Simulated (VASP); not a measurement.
# LiF (Griceite): structure and properties in VASP

What structure does LiF (Griceite) take at this level, and what are its properties? The steps: relaxing cell and atoms (r2SCAN + rVV10), second relaxation, density, ELF and potential (r2SCAN + rVV10), band structure (r2SCAN + rVV10), density of states (r2SCAN + rVV10), optical spectrum (r2SCAN + rVV10), volume scan with r2SCAN + rVV10, fit for r2SCAN + rVV10 and vibrations at Γ (r2SCAN + rVV10). The start is a cell from a database of measured crystal structures.

Main program and level: VASP 6.6.1; r2SCAN with rVV10; plane waves and PAW (Li_sv, F).

Most raw output is cut from this account.

## (1) Set-up

Before any relaxation, the start is as follows. The structure is cubic, space group Fm-3m (No. 225). Conventional cell: a = 4.028 Å, b = 4.028 Å, c = 4.028 Å, α = 90.00°, β = 90.00°, γ = 90.00°. Nearest to Li lie 6 F at 2.01 Å. F has 6 Li at 2.01 Å nearest. Farther neighbours and most contacts between anions are not listed.

## (2) Relaxing cell and atoms (r2SCAN + rVV10)

Properties are meant for the cell that this level of theory prefers, so cell and atoms are relaxed first (ISIF = 3) until forces and stress are small; EDIFFG sets the threshold. r2SCAN adds the kinetic-energy density, costs more than a GGA and is run with LASPH. LUSE_VDW switches on a nonlocal correlation term for dispersion.

INCAR reads:

```
SYSTEM = LiF
PREC = Accurate
ENCUT = 650
EDIFF = 1E-06
NELM = 100
ISMEAR = 0
SIGMA = 0.05
LREAL = .FALSE.
ALGO = Normal
METAGGA = R2SCAN
LUSE_VDW = .TRUE.
IVDW_NL = 2
BPARAM = 11.95
CPARAM = 0.0093
LASPH = .TRUE.
NBANDS = 11
LORBIT = 11
LWAVE = .FALSE.
LCHARG = .FALSE.
KPAR = 2
IBRION = 2
NSW = 60
ISIF = 3
EDIFFG = -0.01
```

POSCAR reads:

```
LiF
1.0
    0.0000000000      2.0140000000      2.0140000000
    2.0140000000      0.0000000000      2.0140000000
    2.0140000000      2.0140000000      0.0000000000
Li F
1 1
Direct
    0.0000000000      0.0000000000      0.0000000000
    0.5000000000      0.5000000000      0.5000000000
```

KPOINTS reads:

```
Automatic mesh
0
Gamma
10 10 10
0 0 0
```

Potentials, in the order of the species: Li_sv and F (PBE family, release 64).

Run with:

```bash
> mpirun -np 2 vasp_std
```

Elapsed: 54 s, on 2 MPI ranks of Intel Xeon 6975P-C (Granite Rapids), shared host; peak memory 0.4 GiB.

The gap is read on the k-mesh alone, so it is an upper bound where the band edges lie off the mesh, and a coarse mesh can show a gap where there is none. The PAW data sets were made with PBE, which is usual practice but a small mismatch for other functionals. The run keeps the 48 symmetry operations of its start, so it cannot find a distortion of lower symmetry.

Relaxation path:

| step | energy less that of the first step (eV) | largest force (eV/Å) | pressure (GPa) | volume (Å³) |
| --- | --- | --- | --- | --- |
| 1 | 0.0000 | 0.0000 | -4.26 | 16.34 |
| 2 | -0.0102 | 0.0000 | -1.87 | 15.83 |
| 3 | -0.0121 | 0.0000 | -0.56 | 15.60 |
| 4 | -0.0123 | 0.0000 | -0.04 | 15.50 |

| conventional cell, symmetrised | before | after | change |
| --- | --- | --- | --- |
| a (Å) | 4.028 | 3.958 | -1.7 % |
| b (Å) | 4.028 | 3.958 | -1.7 % |
| c (Å) | 4.028 | 3.958 | -1.7 % |
| volume (Å³/atom) | 8.17 | 7.75 | -5.1 % |

Final coordinates:

```cif
data_structure
_symmetry_space_group_name_H-M 'P 1'
_symmetry_Int_Tables_number 1
_cell_length_a 2.7986
_cell_length_b 2.7986
_cell_length_c 2.7986
_cell_angle_alpha 60.000
_cell_angle_beta 60.000
_cell_angle_gamma 60.000
_cell_volume 15.50
loop_
_atom_site_label
_atom_site_type_symbol
_atom_site_fract_x
_atom_site_fract_y
_atom_site_fract_z
_atom_site_occupancy
Li1 Li 0.00000 0.00000 0.00000 1
F2 F 0.50000 0.50000 0.50000 1
```

This step gave:

```yaml
electrons: 10
bands: 11
irreducible_k_points: 47
symmetry_operations: 48
free_energy_toten: -11.59 eV
fermi_energy: -1.105 eV
pressure: -0.03832 GPa
metallic_judged_on_the_points_sampled: no
valence_top_at_k: 0, 0, 0
conduction_bottom_at_k: 0, 0, 0
least_direct_gap_at_k: 0, 0, 0
scf_cycles_over_all_ionic_steps: 32
gap_on_the_k_mesh: 10.73 eV
least_direct_gap_on_the_k_mesh: 10.73 eV
```

It ends with forces that vanish by symmetry and a pressure of -0.04 GPa. The volume lies -5.1 % from that of the database's start, part of which can be the thermal and zero-point expansion of its experiment.

## (3) Second relaxation

The basis stayed that of the start cell while the cell moved. A rerun from the cell reached resets it; the error of the finite cutoff stays.

INCAR is that of step 2.

POSCAR reads:

```
LiF
1.0
    0.0000000000      1.9788950195      1.9788950195
    1.9788950195      0.0000000000      1.9788950195
    1.9788950195      1.9788950195      0.0000000000
Li F
1 1
Direct
    0.0000000000      0.0000000000      0.0000000000
    0.5000000000      0.5000000000      0.5000000000
```

KPOINTS is that of step 2.

Run with:

```bash
> mpirun -np 2 vasp_std
```

The job ended after 19 s (2 MPI ranks; peak memory 0.39 GiB).

Little changed from the start: no atom moved by 0.005 Å and no cell edge by 0.1 %.

Numbers from this step:

| Item | Value |
| --- | --- |
| pressure | -0.03136 GPa |
| SCF cycles over all ionic steps | 14 |

It ends with forces that vanish by symmetry and a pressure of -0.03 GPa. The volume moved by under 0.01 %: the run met its threshold at the first step.

## (4) Density, ELF and potential (r2SCAN + rVV10)

A single point on the relaxed cell gives a clean self-consistent state, with density, ELF and potential written out.

INCAR, as its differences from that of step 3:

```diff
@@ -18,7 +18,5 @@
 LWAVE = .FALSE.
-LCHARG = .FALSE.
-KPAR = 2
-IBRION = 2
-NSW = 60
-ISIF = 3
-EDIFFG = -0.01
+LCHARG = .TRUE.
+ISIF = 2
+LELF = .TRUE.
+LVHAR = .TRUE.
```

POSCAR is that of step 3.

KPOINTS is that of step 3.

Run with:

```bash
> mpirun -np 2 vasp_std
```

Elapsed: 14 s, on 2 MPI ranks; peak memory 0.33 GiB; 26 s of CPU time.

This step gave:

```
SCF cycles   : 14
bands        : 12
Fermi energy : -0.965 eV
pressure     : -0.03094 GPa
```

Valence electrons inside each PAW sphere by angular momentum. Sphere charges, by row:

| atom | s (e) | p (e) | d (e) | tot (e) |
| --- | --- | --- | --- | --- |
| Li1 | 2.016 | 0.017 | 0 | 2.032 |
| F2 | 1.727 | 4.447 | 0 | 6.175 |

ELF in the ac plane of the conventional cell at fractional y = 0.000, with atoms of Li and F within 0.2 Å of it. It is the smooth field of the valence electrons, not physical close to the nuclei.

Ten even steps from '0' (0.02) to '9' (0.95), each cell a mean:
```
96027877885028
31015788873002
00002577641000
54200122100135
87620001000478
78740167401688
67850399712787
78850289602787
88730023101578
76410000000257
21001355420012
10004788762000
74016887874016
97127876785039
```
Columns run along a (4.0 Å), rows up along c (4.0 Å), edges of the conventional cell, whose origin can differ from the input's. Atoms in or near the plane, at fractional coordinates: Li at (0.00, 0.00), Li at (0.50, 0.50), F at (0.50, 0.00), F at (0.00, 0.50).

Electrostatic potential energy in the ac plane of the conventional cell at fractional y = 0.000, with atoms of Li and F within 0.2 Å of it. With pseudopotentials it is smooth inside the atoms' cores, unlike the true potential.

Values in eV, 14 rows by 14 columns, each cell a mean:
```
-42 -23  -2   3   4 -18 -46 -50 -37  -5   5   2  -8 -33
-13  -4   1   5   6  -1 -18 -24 -10   3   6   3   0  -8
  1   3   4   6   6   6   4   2   4   6   6   5   3   2
  4   5   6   6   6   5   3   3   4   5   6   6   6   5
-10  -1   5   6   4   1  -2  -4   0   3   5   6   3  -5
-43 -27  -1   5   3  -4 -23 -30 -15   0   4   4 -10 -37
-51 -43 -10   4   1 -13 -42 -51 -30  -4   3   2 -24 -50
-50 -37  -5   5   2  -8 -33 -42 -23  -2   3   4 -18 -46
-24 -10   3   6   3   0  -8 -13  -4   1   5   6  -1 -18
  2   4   6   6   5   3   2   1   3   4   6   6   6   4
  3   4   5   6   6   6   5   4   5   6   6   6   5   3
 -4   0   3   5   6   3  -5 -10  -1   5   6   4   1  -2
-30 -15   0   4   4 -10 -37 -43 -27  -1   5   3  -4 -23
-51 -30  -4   3   2 -24 -50 -51 -43 -10   4   1 -13 -42
```
Columns run along a (4.0 Å; values clipped at the 3rd and 97th percentile), rows up along c (4.0 Å), edges of the conventional cell, whose origin can differ from the input's. Atoms in or near the plane, at fractional coordinates: Li at (0.00, 0.00), Li at (0.50, 0.50), F at (0.50, 0.00), F at (0.00, 0.50).

Valence density in the ac plane of the conventional cell at fractional y = 0.000, with atoms of Li and F within 0.2 Å of it. It is the smooth field of the valence electrons, not physical close to the nuclei.

Values in e/Å³, 14 rows by 14 columns, each cell a mean:
```
 6  2  0  0  1  3  8 10  6  2  0  0  1  4
 1  0  0  0  0  1  3  4  2  1  0  0  0  1
 0  0  0  0  0  0  1  1  1  0  0  0  0  0
 0  0  0  0  0  0  0  0  0  0  0  0  0  0
 2  1  1  0  0  0  0  0  0  0  0  0  1  2
 7  4  1  0  0  0  2  4  1  0  0  1  2  6
13  7  2  0  0  1  6  9  4  0  0  1  4 10
10  6  2  0  0  1  4  6  2  0  0  1  3  8
 4  2  1  0  0  0  1  1  0  0  0  0  1  3
 1  1  0  0  0  0  0  0  0  0  0  0  0  1
 0  0  0  0  0  0  0  0  0  0  0  0  0  0
 0  0  0  0  0  1  2  2  1  1  0  0  0  0
 4  1  0  0  1  2  6  7  4  1  0  0  0  2
 9  4  0  0  1  4 10 13  7  2  0  0  1  6
```
Columns run along a (4.0 Å), rows up along c (4.0 Å), edges of the conventional cell, whose origin can differ from the input's. Atoms in or near the plane, at fractional coordinates: Li at (0.00, 0.00), Li at (0.50, 0.50), F at (0.50, 0.00), F at (0.00, 0.50).

In this run the pressure is -0.03 GPa, small enough to go on; single stress components reach 0.03 GPa.

## (5) Band structure (r2SCAN + rVV10)

Levels along the symmetry lines show where the bands peak and cross; KPOINTS_OPT computes them in the converged potential.

INCAR, as its differences from that of step 4:

```diff
@@ -15,8 +15,6 @@
 LASPH = .TRUE.
-NBANDS = 11
+NBANDS = 17
 LORBIT = 11
 LWAVE = .FALSE.
-LCHARG = .TRUE.
-ISIF = 2
-LELF = .TRUE.
-LVHAR = .TRUE.
+LCHARG = .FALSE.
+KPAR = 2
```

POSCAR is that of step 4.

KPOINTS is that of step 4.

KPOINTS_OPT reads:

```
Line mode
16
Line-mode
Reciprocal
  0.00000000   0.00000000   0.00000000 GAMMA
  0.50000000   0.00000000   0.50000000 X

  0.50000000   0.00000000   0.50000000 X
  0.50000000   0.25000000   0.75000000 W

  0.50000000   0.25000000   0.75000000 W
  0.37500000   0.37500000   0.75000000 K

  0.37500000   0.37500000   0.75000000 K
  0.00000000   0.00000000   0.00000000 GAMMA

  0.00000000   0.00000000   0.00000000 GAMMA
  0.50000000   0.50000000   0.50000000 L

  0.50000000   0.50000000   0.50000000 L
  0.62500000   0.25000000   0.62500000 U

  0.62500000   0.25000000   0.62500000 U
  0.50000000   0.25000000   0.75000000 W

  0.50000000   0.25000000   0.75000000 W
  0.50000000   0.50000000   0.50000000 L

  0.50000000   0.50000000   0.50000000 L
  0.37500000   0.37500000   0.75000000 K

  0.62500000   0.25000000   0.62500000 U
  0.50000000   0.00000000   0.50000000 X
```

Run with:

```bash
> mpirun -np 2 vasp_std
```

The job ended after 35 s (2 MPI ranks; peak memory 0.42 GiB; 68 s of CPU time).

Numbers from this step:

```
bands                             : 17
Fermi energy                      : -0.9823 eV
pressure                          : -0.002767 GPa
least gap on mesh and path        : 10.73 eV
least direct gap on mesh and path : 10.73 eV
valence top at k                  : 0.05, 0.05, 0.1
```

The electronic bands at the labelled points (eV, zero at the valence-band top; v1 is the highest filled band, c1 the lowest empty one):

| point | v3 | v2 | v1 | c1 | c2 |
| --- | --- | --- | --- | --- | --- |
| Γ | 0.00 | 0.00 | 0.00 | 10.73 | 25.97 |
| 0.53 of the way | -1.68 | -0.62 | -0.62 | 13.34 | 19.74 |
| X | -3.25 | -1.09 | -1.09 | 16.54 | 17.64 |
| 0.47 of the way | -3.01 | -1.41 | -0.99 | 16.53 | 17.16 |
| W | -2.26 | -2.26 | -0.85 | 16.64 | 16.64 |
| 0.53 of the way | -2.61 | -1.83 | -0.83 | 16.26 | 16.58 |
| K | -2.71 | -1.68 | -0.81 | 15.96 | 16.57 |
| 0.53 of the way | -1.46 | -0.72 | -0.08 | 12.45 | 18.86 |
| Γ | 0.00 | 0.00 | 0.00 | 10.73 | 25.97 |
| 0.47 of the way | -1.30 | -0.12 | -0.12 | 11.81 | 19.93 |
| L | -2.66 | -0.26 | -0.26 | 12.07 | 18.75 |
| 0.53 of the way | -2.52 | -1.21 | -0.49 | 13.69 | 17.54 |
| U | -2.71 | -1.68 | -0.81 | 15.96 | 16.57 |
| 0.47 of the way | -2.61 | -1.83 | -0.83 | 16.26 | 16.58 |
| W | -2.26 | -2.26 | -0.85 | 16.64 | 16.64 |
| 0.53 of the way | -2.51 | -1.23 | -0.50 | 13.74 | 17.55 |
| L | -2.66 | -0.26 | -0.26 | 12.07 | 18.75 |
| 0.53 of the way | -2.52 | -1.21 | -0.49 | 13.69 | 17.54 |
| K | -2.71 | -1.68 | -0.81 | 15.96 | 16.57 |
| jump to U | -2.71 | -1.68 | -0.81 | 15.96 | 16.57 |
| 0.53 of the way | -3.13 | -1.26 | -1.03 | 16.54 | 17.23 |
| X | -3.25 | -1.09 | -1.09 | 16.54 | 17.64 |

Of the projections kept (Li, F), the largest for each band there, as a share of the weight inside these atoms' spheres; weight between the spheres isn't counted:

| point | v3 | v2 | v1 | c1 | c2 |
| --- | --- | --- | --- | --- | --- |
| Γ | F 1.00 | F 1.00 | F 1.00 | F 0.52 | - |
| X | F 0.99 | F 0.99 | F 0.99 | F 0.84 | - |
| W | F 0.99 | F 0.99 | F 0.99 | F 0.81 | F 0.81 |
| K | F 0.99 | F 0.98 | F 1.00 | F 0.68 | F 0.82 |
| Γ | F 1.00 | F 1.00 | F 1.00 | F 0.52 | - |
| L | F 0.96 | F 1.00 | F 1.00 | F 0.57 | F 0.73 |

The path finds the gap of the mesh within 0.02 eV, so the mesh comes close to both band edges.

## (6) Density of states (r2SCAN + rVV10)

Here the states are counted by energy and projected on the atoms. The mesh is finer than in the run before.

INCAR, as its differences from that of step 5:

```diff
@@ -5,3 +5,3 @@
 NELM = 100
-ISMEAR = 0
+ISMEAR = -5
 SIGMA = 0.05
@@ -20 +20,2 @@
 KPAR = 2
+NEDOS = 2001
```

POSCAR is that of step 5.

KPOINTS reads:

```
Automatic mesh
0
Gamma
14 14 14
0 0 0
```

Run with:

```bash
> mpirun -np 2 vasp_std
```

Run time: 32 s. Hardware: 2 MPI ranks; peak memory 0.43 GiB.

Numbers from this step:

| Property | Result |
| --- | --- |
| irreducible k-points | 104 |
| Fermi energy | -1.287 eV |
| pressure | 7.95e-5 GPa |
| valence top at k | 0, 0, 0 |

The density of states has structure finer than the step of the table below, so its rows give means over 2 eV, whole bins alone (the curve runs from -12.0 to 18.6 eV). Peaks (eV: height): total -2.5: 3.22, -0.4: 3.59, 12.3: 0.563, 17.1: 1.00; F p -2.5: 2.12, -0.4: 2.90; F s 12.3: 0.0588; Li s -2.5: 0.0464, -0.8: 0.0109, 12.3: 0.0245, 18.5: 0.0261; Li p -2.5: 0.0107, 12.3: 0.0262, 16.8: 0.0565.

States under -12.0 eV and over 18.6 eV are left out. Density of states against energy, zero at the valence-band top; means over each step; values in states/eV/cell:

| energy (eV) | total | F p | F s | Li s | Li p |
| --- | --- | --- | --- | --- | --- |
| -6 | 0 | 0 | 0 | 0 | 0 |
| -4 | 0.0270 | 0.0167 | 2.1e-5 | 2.7e-5 | 2.0e-4 |
| -2 | 1.51 | 1.05 | 0.00331 | 0.0145 | 0.00515 |
| 0 | 1.46 | 1.16 | 5.7e-4 | 0.00189 | 0.00249 |
| 2 | 0 | 0 | 0 | 0 | 0 |
| 4 | 0 | 0 | 0 | 0 | 0 |
| 6 | 0 | 0 | 0 | 0 | 0 |
| 8 | 0 | 0 | 0 | 0 | 0 |
| 10 | 0.00384 | 7.0e-5 | 5.9e-4 | 5.3e-4 | 1.2e-5 |
| 12 | 0.298 | 0.0207 | 0.0320 | 0.0169 | 0.0120 |
| 14 | 0.434 | 0.0569 | 0.0299 | 0.00910 | 0.0248 |
| 16 | 0.423 | 0.0941 | 0.00746 | 0.00251 | 0.0254 |

The gap on this mesh is 10.73 eV. In the top eV of the valence band the largest shares in the PAW spheres are F p 80 %. The rest lies in smaller channels or between the spheres.

## (7) Optical spectrum (r2SCAN + rVV10)

LOPTICS sums transitions from filled to empty bands. NBANDS is raised for it.

INCAR, as its differences from that of step 6:

```diff
@@ -5,3 +5,3 @@
 NELM = 100
-ISMEAR = -5
+ISMEAR = 0
 SIGMA = 0.05
@@ -15,3 +15,3 @@
 LASPH = .TRUE.
-NBANDS = 17
+NBANDS = 21
 LORBIT = 11
@@ -20,2 +20,4 @@
 KPAR = 2
-NEDOS = 2001
+LOPTICS = .TRUE.
+NEDOS = 1500
+CSHIFT = 0.1
```

POSCAR is that of step 6.

KPOINTS is that of step 6.

Run with:

```bash
> mpirun -np 2 vasp_std
```

The job ended after 37 s (2 MPI ranks; peak memory 0.49 GiB; 72 s of CPU time).

These are independent-particle spectra without excitons or local fields. Their onset and peaks carry the functional's gap error, and fine structure and low peaks depend on the mesh and on CSHIFT.

This step gave:

```
bands        : 21
Fermi energy : -1.122 eV
pressure     : -0.008946 GPa
```

The imaginary dielectric function, xx has structure finer than the step of the table below, so its rows give means over 0.5 eV, whole bins alone (the curve runs from 0 to 25.0 eV). Peaks (eV: height): 12.66: 2.89, 13.37: 2.57, 14.61: 1.71, 18.77: 3.32, 21.60: 3.33, 23.55: 3.20.

Table of imaginary dielectric function, xx by photon energy; means over each step:

| photon energy (eV) | imaginary dielectric function, xx |
| --- | --- |
| 0.5 | 3.2e-4 |
| 1.0 | 6.6e-4 |
| 1.5 | 1.0e-3 |
| 2.0 | 0.00134 |
| 2.5 | 0.00171 |
| 3.0 | 0.00211 |
| 3.5 | 0.00254 |
| 4.0 | 0.00302 |
| 4.5 | 0.00358 |
| 5.0 | 0.00416 |
| 5.5 | 0.00488 |
| 6.0 | 0.00571 |
| 6.5 | 0.00669 |
| 7.0 | 0.00794 |
| 7.5 | 0.00952 |
| 8.0 | 0.0116 |
| 8.5 | 0.0143 |
| 9.0 | 0.0184 |
| 9.5 | 0.0250 |
| 10.0 | 0.0376 |
| 10.5 | 0.0895 |
| 11.0 | 0.389 |
| 11.5 | 0.735 |
| 12.0 | 1.20 |
| 12.5 | 2.39 |
| 13.0 | 2.20 |
| 13.5 | 2.04 |
| 14.0 | 1.78 |
| 14.5 | 1.40 |
| 15.0 | 1.29 |
| 15.5 | 0.912 |
| 16.0 | 0.920 |
| 16.5 | 0.619 |
| 17.0 | 0.567 |
| 17.5 | 0.766 |
| 18.0 | 1.21 |
| 18.5 | 2.11 |
| 19.0 | 2.11 |
| 19.5 | 0.988 |
| 20.0 | 0.734 |
| 20.5 | 0.954 |
| 21.0 | 1.56 |
| 21.5 | 2.93 |
| 22.0 | 2.90 |
| 22.5 | 2.36 |
| 23.0 | 2.31 |
| 23.5 | 2.89 |
| 24.0 | 1.51 |
| 24.5 | 0.670 |

The real dielectric function, xx by photon energy:

| photon energy (eV) | real dielectric function, xx |
| --- | --- |
| 0.0 | 1.95 |
| 0.5 | 1.96 |
| 1.0 | 1.96 |
| 1.5 | 1.96 |
| 2.0 | 1.97 |
| 2.5 | 1.98 |
| 3.0 | 1.99 |
| 3.5 | 2.00 |
| 4.0 | 2.01 |
| 4.5 | 2.03 |
| 5.0 | 2.05 |
| 5.5 | 2.07 |
| 6.0 | 2.10 |
| 6.5 | 2.13 |
| 7.0 | 2.16 |
| 7.5 | 2.21 |
| 8.0 | 2.26 |
| 8.5 | 2.32 |
| 9.0 | 2.40 |
| 9.5 | 2.51 |
| 10.0 | 2.66 |
| 10.5 | 2.91 |
| 11.0 | 3.20 |
| 11.5 | 3.29 |
| 12.0 | 3.46 |
| 12.5 | 3.38 |
| 13.0 | 2.23 |
| 13.5 | 1.30 |
| 14.0 | 1.44 |
| 14.5 | 1.71 |
| 15.0 | 1.31 |
| 15.5 | 1.30 |
| 16.0 | 1.42 |
| 16.5 | 1.36 |
| 17.0 | 1.80 |
| 17.5 | 2.28 |
| 18.0 | 2.41 |
| 18.5 | 2.91 |
| 19.0 | 0.427 |
| 19.5 | 0.914 |
| 20.0 | 1.65 |
| 20.5 | 2.04 |
| 21.0 | 2.66 |
| 21.5 | 2.32 |
| 22.0 | 0.862 |
| 22.5 | 0.570 |
| 23.0 | 0.792 |
| 23.5 | -0.300 |
| 24.0 | -1.14 |
| 24.5 | -0.711 |

The mean of ε2 over directions passes 5 % of its top at 10.80 eV, against a least direct gap of 10.73 eV on this mesh, so absorption sets in close to the direct gap.

## (8) Volume scan with r2SCAN + rVV10

An equation of state needs energies on both sides of the minimum, all on one mesh and cutoff.

INCAR, as its differences from that of step 7:

```diff
@@ -15,3 +15,3 @@
 LASPH = .TRUE.
-NBANDS = 21
+NBANDS = 11
 LORBIT = 11
@@ -20,4 +20,2 @@
 KPAR = 2
-LOPTICS = .TRUE.
-NEDOS = 1500
-CSHIFT = 0.1
+ISIF = 2
```

POSCAR reads:

```
LiF
1.0
    0.0000000000      1.9384980717      1.9384980717
    1.9384980717      0.0000000000      1.9384980717
    1.9384980717      1.9384980717      0.0000000000
Li F
1 1
Direct
    0.0000000000      0.0000000000      0.0000000000
    0.5000000000      0.5000000000      0.5000000000
```

KPOINTS reads:

```
Automatic mesh
0
Gamma
10 10 10
0 0 0
```

Run with:

```bash
> mpirun -np 2 vasp_std
```

It took 21 s on 2 MPI ranks; peak memory 0.39 GiB.

The scan keeps the cell's shape and the fractional positions fixed.

Numbers from this step:

* SCF cycles: 15
* bands: 11
* irreducible k-points: 47
* free energy (TOTEN): -11.56 eV
* Fermi energy: -0.6995 eV
* pressure: 5.890 GPa
* gap on the k-mesh: 11.38 eV
* least direct gap on the k-mesh: 11.38 eV

The pressure here is 5.89 GPa.

## (9) Volume scan with r2SCAN + rVV10 (run 2)

INCAR is that of step 8.

POSCAR reads:

```
LiF
1.0
    0.0000000000      1.9521499164      1.9521499164
    1.9521499164      0.0000000000      1.9521499164
    1.9521499164      1.9521499164      0.0000000000
Li F
1 1
Direct
    0.0000000000      0.0000000000      0.0000000000
    0.5000000000      0.5000000000      0.5000000000
```

KPOINTS is that of step 8.

Run with:

```bash
> mpirun -np 2 vasp_std
```

Run time: 19 s. Hardware: 2 MPI ranks; peak memory 0.39 GiB.

This step gave:

| Property | Result |
| --- | --- |
| SCF cycles | 14 |
| free energy (TOTEN) | -11.58 eV |
| Fermi energy | -0.8457 eV |
| pressure | 3.685 GPa |
| gap on the k-mesh | 11.16 eV |
| least direct gap on the k-mesh | 11.16 eV |

The pressure falls from 5.89 to 3.68 GPa.

The run ends at a pressure of 3.68 GPa.

## (10) Volume scan with r2SCAN + rVV10 (run 3)

INCAR is that of step 9.

POSCAR reads:

```
LiF
1.0
    0.0000000000      1.9656134447      1.9656134447
    1.9656134447      0.0000000000      1.9656134447
    1.9656134447      1.9656134447      0.0000000000
Li F
1 1
Direct
    0.0000000000      0.0000000000      0.0000000000
    0.5000000000      0.5000000000      0.5000000000
```

KPOINTS is that of step 9.

Run with:

```bash
> mpirun -np 2 vasp_std
```

Run time: 19 s. Hardware: 2 MPI ranks; peak memory 0.4 GiB; 37 s of CPU time.

The pressure falls from 3.68 to 1.72 GPa.

The run ends at a pressure of 1.72 GPa.

## (11) Volume scan with r2SCAN + rVV10 (run 4)

INCAR is that of step 10.

POSCAR reads:

```
LiF
1.0
    0.0000000000      1.9788950195      1.9788950195
    1.9788950195      0.0000000000      1.9788950195
    1.9788950195      1.9788950195      0.0000000000
Li F
1 1
Direct
    0.0000000000      0.0000000000      0.0000000000
    0.5000000000      0.5000000000      0.5000000000
```

KPOINTS is that of step 10.

Run with:

```bash
> mpirun -np 2 vasp_std
```

Run time: 19 s. Hardware: 2 MPI ranks; peak memory 0.38 GiB.

The pressure falls from 1.72 to -0.03 GPa.

The run ends at a pressure of -0.03 GPa.

(Continued in part 2 of 2.)

[Lines on the potential files, build, host, timing and source positions are cut from VASP's logs without a mark.]

[Logs are printed without paths, hosts, clocks, repeated set-up lines and the standing remarks that a program may print on its own settings, such as how far it seeks lower states.]

[Hosts, paths, dates, database ids (printed as entryN), source tags and the programs' standing remarks are cut or masked in the printed files.]

[A measured line is paired with the nearest computed mode of its activity, which favours agreement.]

[In band tables of VASP the shares of atoms and orbitals are scaled to a sum of 1 inside the atoms' spheres.]
